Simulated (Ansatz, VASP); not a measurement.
# ZnO (zincite) in two plane-wave programs, part 2 of 3

One calculation is typed for both programs; each brings its own data sets. How far apart do they land? The cell is taken from a series of runs on this material, whose earlier steps may have relaxed, scaled, displaced or heated it; both programs get it as it stands.

VASP 6.6.1 and Ansatz 0.2.0.

So far: Starting point; Ansatz: zone-centre phonons, PBE.

## Step 3: VASP: zone-centre phonons, PBE

Level of this step: PBE; plane waves and PAW (O, Zn) (VASP).

The same cell, functional and mesh now go to VASP, with its own data sets.

Lines of VASP's logs that name or quote its potential files are left out, and so is its time.

INCAR

```
SYSTEM = ZnO
PREC = Accurate
ENCUT = 600
EDIFF = 1E-08
NELM = 120
ISMEAR = 0
SIGMA = 0.01
LREAL = .FALSE.
ALGO = Normal
GGA = PE
NBANDS = 24
LORBIT = 11
LWAVE = .FALSE.
LCHARG = .FALSE.
ISIF = 2
IBRION = 8
LEPSILON = .TRUE.
LASPH = .TRUE.
GGA_COMPAT = .FALSE.
EFERMI = MIDGAP
KPAR = 2
```

POSCAR

```
ZnO
1.0
    3.3014744294      0.0000000000      0.0000000000
   -1.6507372147      2.8591607258      0.0000000000
    0.0000000000      0.0000000000      5.3298708577
O Zn
2 2
Direct
    0.6666666667      0.3333333333      0.3790301662
    0.3333333333      0.6666666667      0.8790301662
    0.3333333333      0.6666666667      0.4999798338
    0.6666666667      0.3333333333      0.9999798338
```

KPOINTS

```
Automatic mesh
0
Gamma
15 15 10
0 0 0
```

Potentials, in the order of the species: O and Zn (PBE family, release 64).

Started as:

```
> mpirun -np 2 vasp_std
```

What it wrote:

```text
[banner, memory and clock lines left out]
running    2 mpi-ranks, on    1 nodes
 distrk:  each k-point on    1 cores,    2 groups
 distr:  one band on    1 cores,    1 groups

 POSCAR found type information on POSCAR O Zn
 POSCAR found :  2 types and       4 ions
 LDA part: xc-table for (Slater+PW92), standard interpolation
 POSCAR, INCAR and KPOINTS ok, starting setup
 FFT: planning ... GRIDC
 FFT: planning ... GRID_SOFT
 FFT: planning ... GRID
 WAVECAR not read
 entering main loop
       N       E                     dE             d eps       ncg     rms          rms(c)
DAV:   1     0.301347799447E+03    0.30135E+03   -0.20242E+04  7816   0.236E+03
DAV:   2     0.988586452585E+01   -0.29146E+03   -0.27622E+03  8472   0.449E+02
DAV:   3    -0.205787676993E+02   -0.30465E+02   -0.30201E+02  8976   0.148E+02
DAV:   4    -0.211069919710E+02   -0.52822E+00   -0.52786E+00  8952   0.205E+01
DAV:   5    -0.211102217382E+02   -0.32298E-02   -0.32297E-02  8976   0.154E+00    0.137E+01
DAV:   6    -0.177329964458E+02    0.33772E+01   -0.93846E+00 13600   0.687E+01    0.826E+00
DAV:   7    -0.178995148226E+02   -0.16652E+00   -0.27234E+00  8328   0.185E+01    0.495E+00
DAV:   8    -0.179132690518E+02   -0.13754E-01   -0.64943E-01 10632   0.787E+00    0.166E+00
DAV:   9    -0.178601822804E+02    0.53087E-01   -0.13457E-01 11704   0.702E+00    0.315E-01
DAV:  10    -0.178628928018E+02   -0.27105E-02   -0.41166E-02  7888   0.150E+00    0.133E-01
DAV:  11    -0.178629571542E+02   -0.64352E-04   -0.74257E-04  9392   0.467E-01    0.530E-02
DAV:  12    -0.178629602747E+02   -0.31205E-05   -0.19997E-04 11064   0.401E-01    0.191E-02
DAV:  13    -0.178629756128E+02   -0.15338E-04   -0.42829E-05  9288   0.998E-02    0.213E-02
DAV:  14    -0.178629695374E+02    0.60754E-05   -0.19479E-05  9544   0.409E-02    0.313E-03
DAV:  15    -0.178629693175E+02    0.21992E-06   -0.23165E-06  8504   0.135E-02    0.102E-03
DAV:  16    -0.178629692017E+02    0.11575E-06   -0.51422E-08  9336   0.251E-03    0.496E-04
DAV:  17    -0.178629691393E+02    0.62400E-07   -0.27613E-08  6688   0.197E-03    0.216E-04
DAV:  18    -0.178629691383E+02    0.10414E-08   -0.15733E-09  4328   0.356E-04
   1 F= -.17862969E+02 E0= -.17862969E+02  d E =0.000000E+00
 Linear response reoptimize wavefunctions to high precision
DAV:   1    -0.178629691420E+02   -0.36835E-08   -0.62485E-10  4864   0.500E-04
DAV:   2    -0.178629691420E+02   -0.52751E-10   -0.47765E-10  4144   0.168E-04
 Linear response G [H, r] |phi>, progress :
  Direction:   1
       N       E                     dE             d eps       ncg     rms
RMM:   1    -0.880002231986E+02   -0.88000E+02    0.34708E+02 15821   0.106E+02
 LRF_COMMUTATOR internal error: the vector H(1)-e(1) S(1) |phi(0)> is not orthog
 onal to |phi(0)> (-1.002236122054287E-004,-7.041242588989860E-015)
 LRF_COMMUTATOR internal error: the vector H(1)-e(1) S(1) |phi(0)> is not orthog
 onal to |phi(0)> (1.002236131094070E-004,5.294376048681215E-015)
RMM:   2    -0.932252171053E+02   -0.52250E+01   -0.11259E+01 11443   0.366E+01
 LRF_COMMUTATOR internal error: the vector H(1)-e(1) S(1) |phi(0)> is not orthog
 onal to |phi(0)> (-1.002236122067401E-004,-7.118437783670828E-015)
 LRF_COMMUTATOR internal error: the vector H(1)-e(1) S(1) |phi(0)> is not orthog
 onal to |phi(0)> (1.002236131108503E-004,4.912736883966318E-015)
RMM:   3    -0.936950379664E+02   -0.46982E+00   -0.94728E-01 13743   0.704E+00
RMM:   4    -0.936958453941E+02   -0.80743E-03   -0.16720E-02 13384   0.994E-01
RMM:   5    -0.936961294090E+02   -0.28401E-03   -0.16913E-03 14121   0.217E-01
RMM:   6    -0.936960737785E+02    0.55630E-04   -0.70806E-05 14160   0.419E-02
RMM:   7    -0.936960748925E+02   -0.11140E-05   -0.21566E-05 14355   0.106E-02
RMM:   8    -0.936960742510E+02    0.64148E-06   -0.63725E-05 13731   0.303E-03
RMM:   9    -0.936960750675E+02   -0.81645E-06   -0.60599E-05 10466   0.127E-03
RMM:  10    -0.936960746779E+02    0.38953E-06   -0.86115E-05  9076   0.814E-04
RMM:  11    -0.936960753221E+02   -0.64421E-06   -0.15061E-04  8007   0.702E-04
RMM:  12    -0.936960747755E+02    0.54660E-06   -0.94884E-05  7176   0.679E-04
RMM:  13    -0.936960751713E+02   -0.39577E-06   -0.13570E-04  6944   0.663E-04
RMM:  14    -0.936960745037E+02    0.66756E-06   -0.95470E-05  6842   0.661E-04
 Linear response G [H, r] |phi>, progress :
  Direction:   2
       N       E                     dE             d eps       ncg     rms
RMM:   1    -0.929910346434E+02   -0.92991E+02    0.26537E+02 15730   0.104E+02
 LRF_COMMUTATOR internal error: the vector H(1)-e(1) S(1) |phi(0)> is not orthog
 onal to |phi(0)> (-1.002236346349591E-004,-1.174407793236298E-015)
 LRF_COMMUTATOR internal error: the vector H(1)-e(1) S(1) |phi(0)> is not orthog
 onal to |phi(0)> (1.002236347924512E-004,-6.036837696399289E-015)
RMM:   2    -0.988326812301E+02   -0.58416E+01   -0.11202E+01 11567   0.354E+01
 LRF_COMMUTATOR internal error: the vector H(1)-e(1) S(1) |phi(0)> is not orthog
[...]
Direction:   1
       N       E                     dE             d eps       ncg     rms          rms(c)
RMM:   1    -0.530173362341E+00   -0.53017E+00   -0.24391E+00 38313   0.453E+00
RMM:   2    -0.625171950759E+00   -0.94999E-01   -0.16204E-02 47865   0.112E+00    0.115E+00
RMM:   3    -0.622417615480E+00    0.27543E-02   -0.52358E-03 48355   0.491E-01    0.667E-01
[...]
RMM:   7    -0.647361066728E+00   -0.65673E-04   -0.13741E-06 13183   0.765E-03    0.205E-03
RMM:   8    -0.647471958783E+00   -0.11089E-03    0.71740E-08 13338   0.369E-03    0.443E-04
RMM:   9    -0.647474437437E+00   -0.24787E-05    0.16952E-07 13791   0.943E-04    0.184E-04
RMM:  10    -0.647476140717E+00   -0.17033E-05    0.37626E-08 12638   0.391E-04    0.337E-05
RMM:  11    -0.647477143008E+00   -0.10023E-05    0.66211E-09  7637   0.622E-05    0.110E-05
RMM:  12    -0.647476607144E+00    0.53586E-06   -0.65838E-09  7041   0.555E-05    0.324E-06
 change of polarisation eV/A/(eV/A) component  3 :    -0.161    -0.135     1.224
 dielectric tensor                  component  3 :    -0.580    -0.487     5.401
 Linear response DOF=           4
 Linear response progress:
  Degree of freedom:   1/  4
       N       E                     dE             d eps       ncg     rms          rms(c)
RMM:   1    -0.365918018747E+00   -0.36592E+00    0.57268E-01119660   0.408E+00
RMM:   2    -0.358804089525E+00    0.71139E-02   -0.97065E-03 78683   0.979E-01    0.190E-01
RMM:   3    -0.360115281365E+00   -0.13112E-02   -0.78818E-04 89872   0.215E-01    0.108E-01
RMM:   4    -0.361664120414E+00   -0.15488E-02   -0.27933E-04 79251   0.107E-01    0.162E-02
RMM:   5    -0.361644239093E+00    0.19881E-04   -0.12819E-05 95476   0.266E-02    0.327E-03
RMM:   6    -0.361582533987E+00    0.61705E-04   -0.63384E-07 83778   0.514E-03    0.100E-03
RMM:   7    -0.361578226681E+00    0.43073E-05   -0.12649E-07 95663   0.171E-03    0.289E-04
RMM:   8    -0.361577447455E+00    0.77923E-06   -0.46619E-09 95748   0.477E-04    0.781E-05
RMM:   9    -0.361577028040E+00    0.41941E-06    0.98286E-10 95352   0.990E-05    0.159E-05
RMM:  10    -0.361577122951E+00   -0.94911E-07    0.16775E-09 97182   0.312E-05    0.634E-06
RMM:  11    -0.361577201848E+00   -0.78897E-07    0.84699E-10 93424   0.156E-05    0.393E-06
RMM:  12    -0.361577189997E+00    0.11851E-07    0.28821E-09 84897   0.553E-06    0.669E-07
RMM:  13    -0.361577183831E+00    0.61652E-08    0.30946E-10 71694   0.305E-06    0.234E-07
 first order change of Fermi-energy  -0.31244E-01
 force on displaced ion       1 direction 1 :  -6.908  -0.000   0.000
 Born effective charge ion    1 direction 1 :  -2.138   0.000   0.000
 Linear response progress:
  Degree of freedom:   2/  4
       N       E                     dE             d eps       ncg     rms          rms(c)
RMM:   1    -0.384265105078E+00   -0.38427E+00    0.56748E-01 25199   0.402E+00
RMM:   2    -0.375951937846E+00    0.83132E-02   -0.10037E-02 16265   0.100E+00    0.257E-01
RMM:   3    -0.377073216742E+00   -0.11213E-02   -0.11051E-03 17325   0.247E-01    0.132E-01
RMM:   4    -0.378310717338E+00   -0.12375E-02   -0.38284E-04 16730   0.118E-01    0.295E-02
RMM:   5    -0.378433323425E+00   -0.12261E-03   -0.19178E-05 18907   0.320E-02    0.972E-03
RMM:   6    -0.378351288740E+00    0.82035E-04   -0.37549E-06 18116   0.140E-02    0.121E-03
RMM:   7    -0.378358146233E+00   -0.68575E-05   -0.77963E-07 19111   0.333E-03    0.650E-04
RMM:   8    -0.378361841816E+00   -0.36956E-05   -0.36375E-07 18361   0.131E-03    0.314E-04
RMM:   9    -0.378355997454E+00    0.58444E-05   -0.78821E-09 17842   0.606E-04    0.482E-05
RMM:  10    -0.378356115204E+00   -0.11775E-06   -0.19453E-08 20352   0.154E-04    0.356E-05
RMM:  11    -0.378356456483E+00   -0.34128E-06   -0.69469E-09 19186   0.593E-05    0.706E-06
RMM:  12    -0.378356446818E+00    0.96654E-08   -0.22941E-09 19780   0.119E-05    0.397E-06
 first order change of Fermi-energy   0.11084E+00
 force on displaced ion       1 direction 3 :   0.000  -0.000 -10.025
 Born effective charge ion    1 direction 3 :   0.000   0.000  -2.191
 Linear response progress:
  Degree of freedom:   3/  4
       N       E                     dE             d eps       ncg     rms          rms(c)
RMM:   1    -0.210155179386E+00   -0.21016E+00    0.10115E-02 93320   0.239E+00
RMM:   2    -0.208895403003E+00    0.12598E-02   -0.40099E-03 80540   0.553E-01    0.176E-01
RMM:   3    -0.208513582171E+00    0.38182E-03   -0.15437E-04 95238   0.899E-02    0.105E-01
RMM:   4    -0.207941346868E+00    0.57224E-03   -0.26460E-05 94814   0.451E-02    0.493E-03
RMM:   5    -0.207897710727E+00    0.43636E-04   -0.95846E-07 98080   0.510E-03    0.151E-03
RMM:   6    -0.207882525156E+00    0.15186E-04   -0.29498E-07 96134   0.227E-03    0.444E-04
RMM:   7    -0.207878122921E+00    0.44022E-05   -0.18275E-08 97268   0.902E-04    0.775E-05
RMM:   8    -0.207878400904E+00   -0.27798E-06    0.19683E-08 96295   0.927E-05    0.383E-05
RMM:   9    -0.207878494850E+00   -0.93945E-07    0.13323E-08 95970   0.708E-05    0.427E-06
RMM:  10    -0.207878464958E+00    0.29891E-07    0.12103E-08 95675   0.102E-05    0.216E-06
RMM:  11    -0.207878458027E+00    0.69314E-08    0.24618E-09 81080   0.581E-06    0.432E-07
 first order change of Fermi-energy   0.48477E-01
 force on displaced ion       3 direction 1 :  -6.313   0.000  -0.000
 Born effective charge ion    3 direction 1 :   2.137  -0.000  -0.000
 Linear response progress:
  Degree of freedom:   4/  4
       N       E                     dE             d eps       ncg     rms          rms(c)
RMM:   1    -0.219583936379E+00   -0.21958E+00    0.14249E-02 20001   0.245E+00
RMM:   2    -0.217055193825E+00    0.25287E-02   -0.36632E-03 17102   0.592E-01    0.171E-01
RMM:   3    -0.216544096447E+00    0.51110E-03   -0.25056E-04 19172   0.115E-01    0.106E-01
RMM:   4    -0.216051966816E+00    0.49213E-03   -0.21090E-04 19679   0.782E-02    0.427E-02
RMM:   5    -0.215789707574E+00    0.26226E-03   -0.11552E-04 18546   0.348E-02    0.574E-03
RMM:   6    -0.215768470620E+00    0.21237E-04    0.16180E-05 20654   0.842E-03    0.317E-03
RMM:   7    -0.215765938843E+00    0.25318E-05    0.13013E-05 17574   0.544E-03    0.669E-04
RMM:   8    -0.215767299666E+00   -0.13608E-05   -0.88587E-07 20699   0.194E-03    0.304E-04
RMM:   9    -0.215768517693E+00   -0.12180E-05   -0.15393E-06 20499   0.482E-04    0.888E-05
RMM:  10    -0.215768803430E+00   -0.28574E-06    0.40596E-07 18954   0.179E-04    0.308E-05
RMM:  11    -0.215768942005E+00   -0.13857E-06   -0.12237E-08 20804   0.787E-05    0.799E-06
RMM:  12    -0.215768945540E+00   -0.35355E-08   -0.55045E-08 18921   0.249E-05    0.483E-06
 first order change of Fermi-energy  -0.11101E+00
 force on displaced ion       3 direction 3 :  -0.000   0.000 -10.011
 Born effective charge ion    3 direction 3 :   0.000   0.000   2.190
 Born effective charges drift removed
 Linear response finished
```

[end of part 2 of 3]

[Lines on the potential files, build, host, timing and source positions are cut from VASP's logs without a mark.]

[Logs are printed without paths, hosts, clocks, repeated set-up lines and the standing remarks that a program may print on its own settings, such as how far it seeks lower states.]

[Hosts, paths, dates, database ids (printed as entryN), source tags and the programs' standing remarks are cut or masked in the printed files.]
